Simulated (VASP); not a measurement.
Input:

```
CdSe
1.0
    2.22063    -3.84624     0.00000
    2.22063     3.84624     0.00000
    0.00000     0.00000     7.23023
Cd Se
2 2
Cartesian
  2.22063  -1.28208   3.61590
  2.22063   1.28208   0.00079
  2.22063  -1.28208   6.33289
  2.22063   1.28208   2.71778
```

Computed with revPBE GGA, VASP's PBE PAW potentials (set 64) (plane waves; VASP 6.6.1). Settings: 520 eV cut-off, Gaussian smearing of 0.050 eV, potentials Cd Se.

### Question
Give the energies of bands 13 to 21 at the high-symmetry points, in eV from the valence-band maximum.

### Answer

```csv
band,Γ,M,K,A,L,H
13,-3.83,-3.72,-3.38,-2.40,-3.72,-3.64
14,-0.64,-3.24,-3.38,-2.40,-3.72,-3.64
15,-0.64,-2.24,-2.55,-0.33,-1.14,-2.03
16,-0.03,-1.55,-1.57,-0.33,-1.14,-2.03
17,0.00,-1.09,-1.57,-0.33,-1.12,-0.93
18,0.00,-0.63,-1.40,-0.33,-1.12,-0.93
19,0.59,3.10,4.45,2.27,2.97,3.67
20,2.19,3.40,4.45,2.27,2.97,3.67
21,5.90,4.92,4.55,5.83,4.91,5.95
```

The gap is direct, 0.59 eV, from the valence maximum at Γ to the conduction minimum at Γ.

Measured: gap 1.73 eV (computed value off by -1.14 eV), as given by Abedi et al., (2022), arXiv:2211.14644.

The compound is CdSe in the wurtzite structure. It was relaxed first, which changed the volume by +10 %.
